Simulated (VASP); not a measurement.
Input:

```
CELL_PARAMETERS angstrom
      3.26030     0.00000     0.00000
      0.00000     3.26030     0.00000
      0.00000     0.00000     3.26030
ATOMIC_POSITIONS crystal
  In 0.50000 0.50000 0.50000
  Pd 0.00000 0.00000 0.00000
```

Level of theory: r2SCAN+rVV10, VASP's PBE PAW potentials (set 64) (plane waves; VASP). Numerical set-up: 520 eV cut-off, 13×13×13 Γ-centred mesh, tetrahedra with Blöchl corrections, potentials In_d Pd.

Task: Give the energies of bands 6 to 14 at the high-symmetry points, in eV from the Fermi level.

Result: 
```json
[
 {"band": "6", "Γ": "-10.64", "X": "-6.90", "M": "-6.50", "R": "-5.25"},
 {"band": "7", "Γ": "-4.14", "X": "-6.44", "M": "-3.79", "R": "-5.25"},
 {"band": "8", "Γ": "-4.14", "X": "-4.12", "M": "-2.93", "R": "-5.25"},
 {"band": "9", "Γ": "-2.49", "X": "-3.53", "M": "-2.93", "R": "-1.86"},
 {"band": "10", "Γ": "-2.49", "X": "-3.53", "M": "-2.57", "R": "-1.86"},
 {"band": "11", "Γ": "-2.49", "X": "-2.56", "M": "-2.57", "R": "0.22"},
 {"band": "12", "Γ": "4.44", "X": "-1.27", "M": "-1.90", "R": "3.88"},
 {"band": "13", "Γ": "4.44", "X": "10.12", "M": "1.61", "R": "3.88"},
 {"band": "14", "Γ": "4.44", "X": "10.12", "M": "2.57", "R": "3.88"}
]
```

It has no gap at this level: it comes out as a metal or semimetal.

The compound is PdIn in the CsCl type structure. It was relaxed first. The electron count is odd and the run is not spin-polarised, which forces a metal.
